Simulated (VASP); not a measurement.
**A VASP study of AgCl (r2SCAN + rVV10): structure first, properties next**

What structure does AgCl take at this level, and what are its properties? The steps: relaxing cell and atoms (r2SCAN + rVV10), second relaxation, density, ELF and potential (r2SCAN + rVV10), bands along the symmetry lines (r2SCAN + rVV10), density of states (r2SCAN + rVV10), dielectric tensor and Born charges (r2SCAN + rVV10), field gradients at the nuclei (r2SCAN + rVV10) and self-consistent run (r2SCAN + rVV10), changed input. Left out of this account: 1 further run (core levels: core levels are not valid at this level). The start is a computed cell from the Materials Project.

Program: VASP 6.6.1. Level of theory: r2SCAN with rVV10; plane waves and PAW (Ag, Cl). Results are calculated unless marked as measured.

This is a report of a sequence of runs, with most program output left out.

**1. Starting point**

Before any relaxation, the start is as follows. It takes space group Fm-3m (No. 225, cubic). The conventional cell has a = 5.545 Å, b = 5.545 Å, c = 5.545 Å, α = 90.00°, β = 90.00°, γ = 90.00°. Nearest to Ag lie 6 Cl at 2.77 Å. Cl has 6 Ag at 2.77 Å nearest. Farther neighbours and most contacts between anions are not listed.

As a file:

```xyz
2
Lattice="0.0000 2.7727 2.7727 2.7727 0.0000 2.7727 2.7727 2.7727 0.0000" Properties=species:S:1:pos:R:3 pbc="T T T"
Ag    0.0000    0.0000    0.0000
Cl    2.7727    2.7727    2.7727
```

**2. Relaxing cell and atoms (r2SCAN + rVV10)**

Properties are meant for the cell that this level of theory prefers, so cell and atoms are relaxed first (ISIF = 3) until forces and stress are small; EDIFFG sets the threshold. r2SCAN adds the kinetic-energy density, costs more than a GGA and is run with LASPH. LUSE_VDW switches on a nonlocal correlation term for dispersion.

INCAR reads:

```
SYSTEM = AgCl
PREC = Accurate
ENCUT = 400
EDIFF = 1E-06
NELM = 100
ISMEAR = 0
SIGMA = 0.05
LREAL = .FALSE.
ALGO = Normal
METAGGA = R2SCAN
LUSE_VDW = .TRUE.
IVDW_NL = 2
BPARAM = 11.95
CPARAM = 0.0093
LASPH = .TRUE.
NBANDS = 15
LORBIT = 11
LWAVE = .FALSE.
LCHARG = .FALSE.
KPAR = 2
IBRION = 2
NSW = 60
ISIF = 3
EDIFFG = -0.01
```

POSCAR reads:

```
AgCl
1.0
    0.0000000000      2.7726629968      2.7726629968
    2.7726629968      0.0000000000      2.7726629968
    2.7726629968      2.7726629968      0.0000000000
Ag Cl
1 1
Direct
    0.0000000000      0.0000000000      0.0000000000
    0.5000000000      0.5000000000      0.5000000000
```

KPOINTS reads:

```
Automatic mesh
0
Gamma
8 8 8
0 0 0
```

PAW data sets: Ag and Cl (PBE family, release 64).

On the command line:

```bash
$ mpirun -np 2 vasp_std
```

Run time: 88 s. Hardware: 2 MPI ranks of Intel Xeon 6975P-C (Granite Rapids), shared host; peak memory 0.5 GiB.

The gap is read on the k-mesh alone, so it is an upper bound where the band edges lie off the mesh. The PAW data sets were made with PBE, which is usual practice but a small mismatch for other functionals. The run keeps the 48 symmetry operations of its start, so it cannot find a distortion of lower symmetry.

Relaxation path:

```
step  energy less that of the first step (eV)  largest force (eV/Å)  pressure (GPa)  volume (Å³)
   1                                   0.0000                0.0000           -1.48        42.63
   2                                  -0.0053                0.0000            0.09        41.43
   3                                  -0.0054                0.0000           -0.01        41.49
```

```
conventional cell, symmetrised  before  after  change
                         a (Å)   5.545  5.495  -0.9 %
                         b (Å)   5.545  5.495  -0.9 %
                         c (Å)   5.545  5.495  -0.9 %
              volume (Å³/atom)   21.32  20.74  -2.7 %
```

Final coordinates:

```
Ag Cl
1.0
     0.00000    2.74767    2.74767
     2.74767    0.00000    2.74767
     2.74767    2.74767    0.00000
Ag Cl
1 1
Direct
  0.00000 0.00000 0.00000
  0.50000 0.50000 0.50000
```

This step gave:

* electrons: 18
* bands: 15
* irreducible k-points: 29
* symmetry operations: 48
* free energy (TOTEN): -28.09 eV
* Fermi energy: 4.187 eV
* pressure: -0.009848 GPa
* metallic: no
* valence top at k: 0.5, 0, 0
* conduction bottom at k: 0, 0, 0
* least direct gap at k: 0.125, 0, 0
* SCF cycles over all ionic steps: 26
* gap on the k-mesh: 1.364 eV
* least direct gap on the k-mesh: 3.750 eV

It ends with forces that vanish by symmetry and a pressure of -0.01 GPa.

**3. Second relaxation**

The basis stayed that of the start cell while the cell moved. A rerun from the cell reached resets it; the error of the finite cutoff stays.

INCAR is that of step 2.

POSCAR reads:

```
AgCl
1.0
    0.0000000000      2.7476700782      2.7476700782
    2.7476700782      0.0000000000      2.7476700782
    2.7476700782      2.7476700782      0.0000000000
Ag Cl
1 1
Direct
    0.0000000000      0.0000000000      0.0000000000
    0.5000000000      0.5000000000      0.5000000000
```

KPOINTS is that of step 2.

On the command line:

```bash
$ mpirun -np 2 vasp_std
```

Wall time 1.9 min (2 MPI ranks); peak memory 0.51 GiB.

Little changed from the start: no atom moved by 0.005 Å and no cell edge by 0.1 %.

Numbers from this step:

```yaml
fermi_energy: 4.181 eV
pressure: -0.06371 GPa
scf_cycles_over_all_ionic_steps: 30
least_direct_gap_on_the_k_mesh: 3.747 eV
```

It ends with forces that vanish by symmetry and a pressure of -0.06 GPa. The volume moved by only 0.05 %, so the volume is settled.

**4. Density, ELF and potential (r2SCAN + rVV10)**

A single point on the relaxed cell gives a clean self-consistent state, with density, ELF and potential written out.

INCAR: that of step 3 with these lines changed.

```diff
@@ -18,7 +18,5 @@
 LWAVE = .FALSE.
-LCHARG = .FALSE.
-KPAR = 2
-IBRION = 2
-NSW = 60
-ISIF = 3
-EDIFFG = -0.01
+LCHARG = .TRUE.
+ISIF = 2
+LELF = .TRUE.
+LVHAR = .TRUE.
```

POSCAR reads:

```
AgCl
1.0
    0.0000000000      2.7481520757      2.7481520757
    2.7481520757      0.0000000000      2.7481520757
    2.7481520757      2.7481520757      0.0000000000
Ag Cl
1 1
Direct
    0.0000000000      0.0000000000      0.0000000000
    0.5000000000      0.5000000000      0.5000000000
```

KPOINTS is that of step 3.

On the command line:

```bash
$ mpirun -np 2 vasp_std
```

The job ended after 32 s (2 MPI ranks; peak memory 0.38 GiB; 55 s of CPU time).

Numbers from this step:

| Quantity | Value |
| --- | --- |
| SCF cycles | 14 |
| bands | 16 |
| Fermi energy | 4.202 eV |
| pressure | -0.08037 GPa |
| gap on the k-mesh | 1.363 eV |

Valence electrons inside each PAW sphere by angular momentum. Sphere charges, by row:

```
atom  s (e)  p (e)  d (e)  tot (e)
 Ag1    0.2  0.143  9.387    9.729
 Cl2  1.609  3.511      0    5.119
```

Electrostatic potential energy in the ac plane of the conventional cell at fractional y = 0.000, with atoms of Ag and Cl within 0.2 Å of it. With pseudopotentials it is smooth inside the atoms' cores, unlike the true potential.

Ten even steps from '0' (-89 eV) to '9' (4 eV), each cell a mean:
```
247998201599853
568999745899975
899999999999998
999999999999999
999999988999999
579998655799985
038997423589951
027996322589940
148997534699972
789999767899998
999999999999999
999999999999999
789999878999987
358998423799964
237997100599852
```
Columns run along a (5.5 Å; values clipped at the 3rd and 97th percentile), rows up along c (5.5 Å), edges of the conventional cell, whose origin can differ from the input's. Atoms in or near the plane, at fractional coordinates: Ag at (0.00, 0.00), Ag at (0.50, 0.50), Cl at (0.50, 0.00), Cl at (0.00, 0.50).

ELF in the ac plane of the conventional cell at fractional y = 0.000, with atoms of Ag and Cl within 0.2 Å of it. It is the smooth field of the valence electrons, not physical close to the nuclei.

Ten even steps from '_' (0.00) to '@' (0.85), each cell a mean:
```
____::..++@@@@**%%@@##::::..__
..::::..==%%@@@@@@@@**....::..
::::..__::++##%%%%**--__....::
::....____..::::::..______..::
%%##++..__....::::..____--**##
@@@@%%--..::::....::....**@@@@
##@@@@==..::______..::::%%@@%%
++@@@@++..::______..::::%%@@**
%%@@@@==..::..____::..::##@@@@
@@@@##::....::::::::....++%%@@
++==::..__..........____::==++
....____..::==++==--..____....
::::..__::##@@@@@@%%++....::::
__..::..==@@@@@@@@@@##..::::__
____::..++@@%%++##@@%%::::..__
```
Columns run along a (5.5 Å), rows up along c (5.5 Å), edges of the conventional cell, whose origin can differ from the input's. Atoms in or near the plane, at fractional coordinates: Ag at (0.00, 0.00), Ag at (0.50, 0.50), Cl at (0.50, 0.00), Cl at (0.00, 0.50).

Valence density in the ac plane of the conventional cell at fractional y = 0.000, with atoms of Ag and Cl within 0.2 Å of it. It is the smooth field of the valence electrons, not physical close to the nuclei.

Values in e/Å³, 15 rows by 15 columns, each cell a mean:
```
5.9 3.4 1.0 0.3 0.3 0.9 1.6 1.1 1.4 1.3 0.5 0.2 0.5 2.2 5.0
2.6 1.5 0.5 0.2 0.2 0.5 1.1 1.5 1.3 0.8 0.3 0.1 0.3 0.9 2.2
0.6 0.4 0.2 0.1 0.1 0.2 0.4 0.6 0.5 0.3 0.1 0.1 0.1 0.3 0.5
0.2 0.2 0.1 0.1 0.1 0.1 0.2 0.3 0.2 0.1 0.1 0.1 0.1 0.1 0.2
0.6 0.4 0.2 0.1 0.1 0.2 0.4 0.6 0.5 0.2 0.1 0.1 0.1 0.3 0.5
1.4 1.1 0.5 0.2 0.2 0.5 1.5 2.4 2.0 0.8 0.2 0.1 0.3 0.8 1.3
1.2 1.6 0.9 0.3 0.3 1.1 3.5 5.8 4.7 2.0 0.5 0.2 0.5 1.3 1.4
0.6 1.6 1.0 0.3 0.3 1.3 4.3 7.2 5.8 2.4 0.6 0.3 0.6 1.5 1.1
1.5 1.4 0.7 0.2 0.2 0.8 2.6 4.3 3.5 1.5 0.4 0.2 0.4 1.1 1.6
1.0 0.7 0.3 0.1 0.1 0.3 0.8 1.3 1.1 0.5 0.2 0.1 0.2 0.5 0.9
0.4 0.3 0.1 0.1 0.1 0.1 0.2 0.3 0.3 0.2 0.1 0.1 0.1 0.2 0.3
0.3 0.2 0.1 0.1 0.1 0.1 0.2 0.3 0.3 0.2 0.1 0.1 0.1 0.2 0.3
1.2 0.7 0.3 0.1 0.1 0.3 0.7 1.0 0.9 0.5 0.2 0.1 0.2 0.5 1.0
4.0 2.3 0.7 0.2 0.3 0.7 1.4 1.6 1.6 1.1 0.4 0.2 0.4 1.5 3.4
7.0 4.0 1.2 0.3 0.4 1.0 1.5 0.6 1.2 1.4 0.6 0.2 0.6 2.6 5.9
```
Columns run along a (5.5 Å), rows up along c (5.5 Å), edges of the conventional cell, whose origin can differ from the input's. Atoms in or near the plane, at fractional coordinates: Ag at (0.00, 0.00), Ag at (0.50, 0.50), Cl at (0.50, 0.00), Cl at (0.00, 0.50).

In this run the pressure is -0.08 GPa, small enough to go on.

**5. Bands along the symmetry lines (r2SCAN + rVV10)**

Levels along the symmetry lines show where the bands peak and cross; KPOINTS_OPT computes them in the converged potential.

INCAR: that of step 4 with these lines changed.

```diff
@@ -15,8 +15,6 @@
 LASPH = .TRUE.
-NBANDS = 15
+NBANDS = 21
 LORBIT = 11
 LWAVE = .FALSE.
-LCHARG = .TRUE.
-ISIF = 2
-LELF = .TRUE.
-LVHAR = .TRUE.
+LCHARG = .FALSE.
+KPAR = 2
```

POSCAR is that of step 4.

KPOINTS is that of step 4.

KPOINTS_OPT reads:

```
Line mode
16
Line-mode
Reciprocal
  0.00000000   0.00000000   0.00000000 GAMMA
  0.50000000   0.00000000   0.50000000 X

  0.50000000   0.00000000   0.50000000 X
  0.50000000   0.25000000   0.75000000 W

  0.50000000   0.25000000   0.75000000 W
  0.37500000   0.37500000   0.75000000 K

  0.37500000   0.37500000   0.75000000 K
  0.00000000   0.00000000   0.00000000 GAMMA

  0.00000000   0.00000000   0.00000000 GAMMA
  0.50000000   0.50000000   0.50000000 L

  0.50000000   0.50000000   0.50000000 L
  0.62500000   0.25000000   0.62500000 U

  0.62500000   0.25000000   0.62500000 U
  0.50000000   0.25000000   0.75000000 W

  0.50000000   0.25000000   0.75000000 W
  0.50000000   0.50000000   0.50000000 L

  0.50000000   0.50000000   0.50000000 L
  0.37500000   0.37500000   0.75000000 K

  0.62500000   0.25000000   0.62500000 U
  0.50000000   0.00000000   0.50000000 X
```

On the command line:

```bash
$ mpirun -np 2 vasp_std
```

It took 95 s on 2 MPI ranks; peak memory 0.51 GiB.

Spin-orbit coupling is off here; it would split degenerate levels.

Numbers from this step:

```
SCF cycles                        : 13
bands                             : 21
Fermi energy                      : 4.204 eV
pressure                          : -0.1189 GPa
least gap on mesh and path        : 1.363 eV
least direct gap on mesh and path : 3.566 eV
least direct gap at k             : 0.05, 0.05, 0.1
```

Electronic bands along the path, in eV, zero at the valence-band top; v1 is the highest filled band, c1 the lowest empty one:

```
          point     v4     v3     v2     v1    c1     c2     c3     c4
              Γ  -2.55  -2.55  -2.50  -2.50  1.36  11.28  11.28  11.28
0.53 of the way  -2.39  -1.86  -1.86  -1.33  3.99   7.86   8.93  10.84
              X  -2.30  -2.04  -2.04  -1.91  2.85   8.24   9.27  12.44
0.53 of the way  -2.04  -2.02  -2.02  -1.48  3.68   8.13   8.86  10.37
              W  -2.09  -2.04  -2.01  -1.20  4.74   8.30   8.30   8.68
0.53 of the way  -2.09  -1.96  -1.80  -1.16  4.39   7.78   8.54   9.68
              K  -2.10  -1.92  -1.69  -1.10  4.12   7.65   8.64  10.56
0.53 of the way  -2.25  -1.84  -1.78  -0.36  4.02   8.19   8.55   9.62
              Γ  -2.55  -2.55  -2.50  -2.50  1.36  11.28  11.28  11.28
0.53 of the way  -2.34  -2.06  -0.76  -0.76  3.58   8.08   9.57   9.57
              L  -2.16  -1.83   0.00   0.00  4.55   7.29   8.17   8.17
0.47 of the way  -2.15  -1.88  -0.76  -0.32  5.44   6.07   8.63   8.90
              U  -2.10  -1.92  -1.69  -1.10  4.12   7.65   8.64  10.56
0.53 of the way  -2.09  -1.96  -1.83  -1.17  4.45   7.83   8.52   9.51
              W  -2.09  -2.04  -2.01  -1.20  4.74   8.30   8.30   8.68
0.47 of the way  -2.16  -1.90  -1.11  -0.57  5.45   6.22   8.57   9.21
              L  -2.16  -1.83   0.00   0.00  4.55   7.29   8.17   8.17
0.47 of the way  -2.15  -1.88  -0.76  -0.32  5.44   6.07   8.63   8.90
              K  -2.10  -1.92  -1.69  -1.10  4.12   7.65   8.64  10.56
      jump to U  -2.10  -1.92  -1.69  -1.10  4.12   7.65   8.64  10.56
0.47 of the way  -2.05  -2.00  -1.81  -1.80  3.26   8.11   9.05  11.71
              X  -2.30  -2.04  -2.04  -1.91  2.85   8.24   9.27  12.44
```

Of the projections kept (Ag, Cl), the largest for each band there; the rest of the weight can lie on other orbitals:

```
point       v4       v3       v2       v1       c1       c2       c3       c4
    Γ  Ag 1.00  Ag 1.00  Ag 1.00  Ag 1.00  Ag 0.70  Ag 1.00  Ag 1.00  Ag 1.00
    X  Ag 1.00  Ag 1.00  Ag 1.00  Ag 0.97  Ag 0.96  Ag 1.00  Cl 0.69  Ag 0.66
    W  Ag 0.90  Ag 1.00  Ag 0.98  Ag 0.83  Ag 0.74  Cl 0.53  Cl 0.53  Ag 0.88
    K  Ag 1.00  Ag 0.94  Ag 0.91  Ag 0.73  Ag 0.85  Ag 0.62  Cl 0.64  Ag 0.77
    Γ  Ag 1.00  Ag 1.00  Ag 1.00  Ag 1.00  Ag 0.70  Ag 1.00  Ag 1.00  Ag 1.00
    L  Ag 1.00  Ag 0.92  Ag 0.61  Ag 0.61  Ag 0.72  Ag 0.56  Ag 1.00  Ag 1.00
```

The path finds the gap of the mesh within 0.02 eV, so the mesh comes close to both band edges.

**6. Density of states (r2SCAN + rVV10)**

Here the states are counted by energy and projected on the atoms. The mesh is finer than in the run before.

INCAR: that of step 5 with these lines changed.

```diff
@@ -5,3 +5,3 @@
 NELM = 100
-ISMEAR = 0
+ISMEAR = -5
 SIGMA = 0.05
@@ -20 +20,2 @@
 KPAR = 2
+NEDOS = 2001
```

POSCAR is that of step 5.

KPOINTS reads:

```
Automatic mesh
0
Gamma
12 12 12
0 0 0
```

On the command line:

```bash
$ mpirun -np 2 vasp_std
```

Wall time 71 s (2 MPI ranks); peak memory 0.54 GiB; 2.1 min of CPU time.

Numbers from this step:

| Property | Result |
| --- | --- |
| irreducible k-points | 72 |
| Fermi energy | 3.888 eV |
| pressure | -0.1194 GPa |
| least direct gap at k | -0.08333, 0.08333, 0 |
| least direct gap on the k-mesh | 3.619 eV |

[end of part 1 of 2]

[Lines on the potential files, build, host, timing and source positions are cut from VASP's logs without a mark.]

[Logs are printed without paths, hosts, clocks, repeated set-up lines and the standing remarks that a program may print on its own settings, such as how far it seeks lower states.]

[Hosts, paths, dates, database ids (printed as entryN), source tags and the programs' standing remarks are cut or masked in the printed files.]

[A measured line is paired with the nearest computed mode of its activity, which favours agreement.]
